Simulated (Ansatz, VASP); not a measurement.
One calculation of KLaMg6, two programs

```
CELL_PARAMETERS angstrom
5.42102 0.00000 0.00000
0.00000 3.52883 6.01735
0.00000 -3.52883 6.01735
ATOMIC_POSITIONS crystal
La 0.00000 0.15945 0.15945
K 0.50000 0.35005 0.35005
Mg 0.00000 0.64840 0.64840
Mg 0.00000 0.14212 0.69197
Mg 0.00000 0.69197 0.14212
Mg 0.50000 0.83437 0.83437
Mg 0.50000 0.33850 0.83515
Mg 0.50000 0.83515 0.33850
```

The cell comes from a database or a generator and needn't be the stable form of this composition.

Alike in both runs: task single point; functional PBEsol; k mesh 5 × 5 × 5; occupations gaussian, width 0.1 eV; no spin polarisation.

|  | VASP | Ansatz |
| --- | --- | --- |
| version | VASP 6.6.1 | Ansatz 0.2.0 |
| potentials or method | VASP PAW PBE potentials, release 64 (La, K_sv, Mg_pv) | Ansatz PAW |
| plane-wave cutoff (eV) | 520 | 420 |
| valence electrons in the cell | 68 | 80 |

Ansatz gave:

- gap on the k mesh at the Fermi level (eV): none
- pressure (GPa): -0.8
- largest component of the traceless stress (GPa): 0.16
- rms of the force components (eV/Å): 0.028

Estimate VASP's values.

gap on the k mesh at the Fermi level (eV): none; pressure (GPa): -0.9; largest component of the traceless stress (GPa): 0.15; rms of the force components (eV/Å): 0.029.

Atom by atom the forces differ by 0.001 eV/Å (rms over components). A gap of «none» marks a metal or a gap that the smearing closes. With one functional, cell and mesh, what is left measures potentials, basis and numerics. The two sets of potentials don't hold the same shells in valence.

Caveats: the PAW data sets were made with another functional, which shifts forces and pressure a little (VASP); the PAW data sets come from PBE, with cores solved anew for the run's functional, which leaves a small shift of forces and pressure (Ansatz). Spin-orbit coupling is left out, which matters for the levels of La.
